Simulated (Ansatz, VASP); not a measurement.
# Ni (Ni(100)) in two plane-wave programs, part 3 of 3

Aim: how closely do two programs agree when they are given the same cell, functional and k mesh? Of the first pair: The structure shown is the start of the Ansatz relaxation below; VASP solves that cell, so the two are compared at the walk's first step.

VASP 6.6.1 and Ansatz 0.2.0.

So far: Starting point; Ansatz: relaxation, PBEsol; VASP: single point, PBEsol, start cell, pair 1; Side by side; VASP: single point, PBEsol, relaxed cell, pair 2.

## 8. Ansatz: relaxation, PBE

Level of this step: Ansatz beside VASP: Kohn-Sham DFT, plane waves, PBE (Ansatz).

This run makes the geometry at which the two programs are then compared.

The structure compared here is the end of the Ansatz relaxation.

The input, input.yaml:

```yaml
crystal:
  lattice:
    - [2.4879359913, 0.0, 0.0]
    - [0.0, 2.4879359913, 0.0]
    - [0.0, 0.0, 28.3146548741]
  atoms:
    - { symbol: Ni, position: [0.0, 0.0, 0.2825392022], spin: 0.7 }
    - { symbol: Ni, position: [0.5, 0.5, 0.3446708588], spin: 0.7 }
    - { symbol: Ni, position: [0.0, 0.0, 0.4068025152], spin: 0.7 }
    - { symbol: Ni, position: [0.5, 0.5, 0.4689341718], spin: 0.7 }
    - { symbol: Ni, position: [0.0, 0.0, 0.5310658282], spin: 0.7 }
    - { symbol: Ni, position: [0.5, 0.5, 0.5931974848], spin: 0.7 }
    - { symbol: Ni, position: [0.0, 0.0, 0.6553291412], spin: 0.7 }
    - { symbol: Ni, position: [0.5, 0.5, 0.7174607978], spin: 0.7 }
magnetization:
  spin_polarized: true
hamiltonian:
  xc: pbe
kpoints:
  mp_grid: { grid: [14, 14, 1] }
scf:
  occupations: { method: methfessel_paxton, width: 0.1 }
  convergence: { dr2_threshold: 1.0e-09 }
efield:
  axis: 3
  dipole_correction: true
relax:
  f_tol: 0.01
  max_steps: 40
  constraints: [{ sites: [3, 4] }]
output:
  write_potential: true
  write_density: true
  volumetric_format: npy
```

Started as:

```
$ ansatz run input.yaml --threads 4 --pin off --max-ram 8192MiB --backend cpu --events-out ev --progress --plain --runs-dir out
```

Numbers of over 12 decimals in the logs are rounded to 6 here.

The program printed:

```text
[...]
Crystal: 8 atoms, lattice volume = 175.263 Å³
Basis set: ecut = 420 eV, 3383 PW (Γ), exchange–correlation on 36×36×384 points (8 copies of the dense FFT grid, shifted against one another)
Bands: 90, of which v1, the nominal top of the filled ones, is band 72 counted from 1 (71 counted from 0)
[...]
- { symbol: Ni, position: [0.5, 0.5, 0.344361] }
    - { symbol: Ni, position: [0, 0.0, 0.406849] }
    - { symbol: Ni, position: [0.5, 0.5, 0.4689341718] }
    - { symbol: Ni, position: [0.0, 0.0, 0.5310658282] }
    - { symbol: Ni, position: [0.5, 0.5, 0.593151] }
    - { symbol: Ni, position: [0, 0.0, 0.655639] }
    - { symbol: Ni, position: [0.5, 0.5, 0.715380] }
[key lines of the parts left out:]
SCF converged after 17 iterations
Magnetization: 5.1468 μB (74.5734 up, 69.4266 down)
Free energy (F): -46716.020943 eV
Fermi energy:    6.615559 eV
Dipole field:    D = 0.000004 V/Å  (p = 0.000004 e·Å, saw-weighted, corrected)
Work function:   Φ+ = 4.9099 eV   Φ− = 4.9102 eV
```

## 9. VASP: single point, PBE, relaxed cell

The same cell, functional, mesh and smearing now go to VASP, with its own data sets.

The input, INCAR:

```
SYSTEM = Ni
PREC = Accurate
ENCUT = 520
EDIFF = 1E-06
NELM = 200
ISMEAR = 1
SIGMA = 0.1
LREAL = .FALSE.
ALGO = Normal
GGA = PE
NBANDS = 57
ISPIN = 2
MAGMOM = 0.75 0.68 0.66 0.65 0.65 0.66 0.68 0.75
LASPH = .TRUE.
LMAXMIX = 4
LORBIT = 11
LWAVE = .FALSE.
LCHARG = .FALSE.
ISIF = 2
LDIPOL = .TRUE.
IDIPOL = 3
DIPOL = 0.5 0.5 0.5
LVHAR = .TRUE.
GGA_COMPAT = .FALSE.
NELMDL = -8
KPAR = 2
```

The input, POSCAR:

```
Ni
1.0
    2.4879359913      0.0000000000      0.0000000000
    0.0000000000      2.4879359913      0.0000000000
    0.0000000000      0.0000000000     28.3146548741
Ni
8
Direct
    0.0000000000      0.0000000000      0.2846205465
    0.5000000000      0.5000000000      0.3443611821
    0.0000000000      0.0000000000      0.4068489553
    0.5000000000      0.5000000000      0.4689341718
    0.0000000000      0.0000000000      0.5310658282
    0.5000000000      0.5000000000      0.5931510448
    0.0000000000      0.0000000000      0.6556388179
    0.5000000000      0.5000000000      0.7153794534
```

The input, KPOINTS:

```
Automatic mesh
0
Gamma
14 14 1
0 0 0
```

PAW data sets: Ni (PBE family, release 64).

Started as:

```
$ mpirun -np 2 vasp_std
```

The program printed:

```text
[banner, memory and clock lines left out]
running    2 mpi-ranks, on    1 nodes
[...]
LDA part: xc-table for (Slater+PW92), standard interpolation
 POSCAR, INCAR and KPOINTS ok, starting setup
[...]
entering main loop
       N       E                     dE             d eps       ncg     rms          rms(c)
DAV:   1     0.615684361864E+03    0.61568E+03   -0.35726E+04  8208   0.169E+03
DAV:   2     0.763701632933E+01   -0.60805E+03   -0.57235E+03  8208   0.355E+02
DAV:   3    -0.484868069886E+02   -0.56124E+02   -0.51320E+02  8663   0.144E+02
DAV:   4    -0.497697268860E+02   -0.12829E+01   -0.12772E+01  9171   0.243E+01
[...]
DAV:  39    -0.420457120278E+02   -0.58731E-05   -0.50862E-07  5815   0.612E-03    0.666E-03
DAV:  40    -0.420457137212E+02   -0.16934E-05   -0.21601E-07  5672   0.421E-03    0.477E-03
DAV:  41    -0.420457142901E+02   -0.56893E-06   -0.96440E-08  5481   0.325E-03
   1 F= -.42045714E+02 E0= -.42046310E+02  d E =0.178582E-02  mag=     5.0720
```

OUTCAR, selected parts (step 9):

```text
  Total       -1.4439460     -1.4439460     -0.0263276      0.0000000      0.0000000      0.0000000
  in kB      -13.1999366    -13.1999366     -0.2406758      0.0000000      0.0000000      0.0000000
  external PRESSURE =      -8.8801830 kB  Pullay stress =       0.0000000 kB

 POSITION                                       TOTAL-FORCE (eV/Angst)
 -----------------------------------------------------------------------------------
      0.00000      0.00000      8.05893        -0.000000     -0.000000     -0.004970
      1.24397      1.24397      9.75047        -0.000000     -0.000000      0.006041
      0.00000      0.00000     11.51979        -0.000000      0.000000     -0.002792
      1.24397      1.24397     13.27771        -0.000000     -0.000000      0.009083
      0.00000      0.00000     15.03695        -0.000000      0.000000     -0.009083
      1.24397      1.24397     16.79487         0.000000     -0.000000      0.002792
      0.00000      0.00000     18.56419        -0.000000      0.000000     -0.006041
      1.24397      1.24397     20.25572         0.000000      0.000000      0.004970
 -----------------------------------------------------------------------------------
    total drift:                               -0.000000     -0.000000     -0.000000

  FREE ENERGIE OF THE ION-ELECTRON SYSTEM (eV)
  ---------------------------------------------------
  free  energy   TOTEN  =       -42.0457142901 eV

  energy  without entropy=      -42.0475001062  energy(sigma->0) =      -42.04630956

 magnetization (x)
# of ion       s       p       d       tot
------------------------------------------
    1       -0.004  -0.021   0.739   0.714
    2       -0.008  -0.025   0.672   0.639
    3       -0.007  -0.026   0.661   0.627
    4       -0.007  -0.026   0.649   0.616
    5       -0.007  -0.026   0.649   0.616
    6       -0.007  -0.026   0.661   0.627
    7       -0.008  -0.025   0.672   0.639
    8       -0.004  -0.021   0.739   0.714
--------------------------------------------------
tot         -0.051  -0.196   5.440   5.193

[... 1 part as in an earlier step ...]

[... 2 further parts left out ...]
[key lines of the parts left out:]
E-fermi :   2.2498
```

## 10. Differences

What differs besides the data sets and the points named for the pairs above, as far as they apply: the data sets hold 144 valence electrons in Ansatz (on its default PAW (the set named soft_2) files) and 80 in VASP. Total energies have different zeros and are not compared.

The two programs side by side:

```csv
quantity,Ansatz,VASP,difference
total moment (μB),5.15,5.07,+0.07
moment on Ni1 (μB),0.75,0.71,+0.03
moment on Ni8 (μB),0.75,0.71,+0.03
moment on Ni7 (μB),0.68,0.64,+0.04
moment on Ni2 (μB),0.68,0.64,+0.04
moment on Ni6 (μB),0.67,0.63,+0.04
moment on Ni3 (μB),0.67,0.63,+0.04
moment on Ni4 (μB),0.65,0.62,+0.04
moment on Ni5 (μB),0.65,0.62,+0.04
"work function, lower of the two faces (eV)",4.91,4.89,+0.02
"work function, higher of the two faces (eV)",4.91,4.89,+0.02
```

At this near-relaxed geometry the largest component of a force difference is 6 meV/Å. With vacuum in the cell, a pressure given here is an average over mostly empty space and none of the material.

## 11. Outcome

```
r.m.s. force difference (single point, PBEsol, start cell, pair 1)                                : 4.5 meV/Å
difference in work function, higher of the two faces (single point, PBEsol, relaxed cell, pair 2) : 0.021 eV
difference in work function, higher of the two faces (single point, PBE, relaxed cell)            : 0.019 eV
```

**Reading.** The r.m.s. force difference is 4.5 meV/Å (single point, PBEsol, start cell, pair 1), within the 12 meV/Å picked in this series as the mark of a large difference. The data sets hold unlike numbers of valence electrons (144 in Ansatz and 80 in VASP), so part of the differences comes from the potentials. 1 further run of this series is not shown here. How closely two codes agree says nothing of how well the functional describes the real material.

[Lines on the potential files, build, host, timing and source positions are cut from VASP's logs without a mark.]

[Logs are printed without paths, hosts, clocks, repeated set-up lines and the standing remarks that a program may print on its own settings, such as how far it seeks lower states.]

[Hosts, paths, dates, database ids (printed as entryN), source tags and the programs' standing remarks are cut or masked in the printed files.]
